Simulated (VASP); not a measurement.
Consider the following.

```yaml
crystal:
  lattice:
    - [2.16688, -3.75314, 0.00000]
    - [2.16688, 3.75314, 0.00000]
    - [0.00000, 0.00000, 7.06540]
  atoms:
    - { symbol: Cd, position: [0.66667, 0.33333, 0.50002] }
    - { symbol: Cd, position: [0.33333, 0.66667, 0.00002] }
    - { symbol: Se, position: [0.66667, 0.33333, 0.87598] }
    - { symbol: Se, position: [0.33333, 0.66667, 0.37598] }
```

Calculation: vdW-DF-cx, VASP's PBE PAW potentials (set 64) (plane waves; VASP 6.6.1). Run with 520 eV cut-off, Gaussian smearing of 0.050 eV, potentials Cd Se.

Give the energies of bands 13 to 21 at the high-symmetry points, in eV from the valence-band maximum.

```tsv
band	Γ	M	K	A	L	H
13	-4.29	-4.14	-3.75	-2.64	-4.14	-4.04
14	-0.74	-3.59	-3.75	-2.64	-4.14	-4.04
15	-0.74	-2.59	-2.98	-0.39	-1.32	-2.38
16	-0.04	-1.80	-1.83	-0.39	-1.32	-2.38
17	0.00	-1.30	-1.83	-0.39	-1.31	-1.09
18	0.00	-0.73	-1.64	-0.39	-1.31	-1.09
19	0.52	3.09	4.18	2.25	2.84	3.65
20	2.09	3.25	4.64	2.25	2.84	3.65
21	5.79	4.70	4.64	5.76	4.78	5.73
```

The gap is direct, 0.52 eV, from the valence maximum at Γ to the conduction minimum at Γ.

Measured: gap 1.73 eV (computed value off by -1.21 eV), as given by Abedi et al., (2022), arXiv:2211.14644.

The compound is CdSe in the wurtzite structure. It was relaxed first.
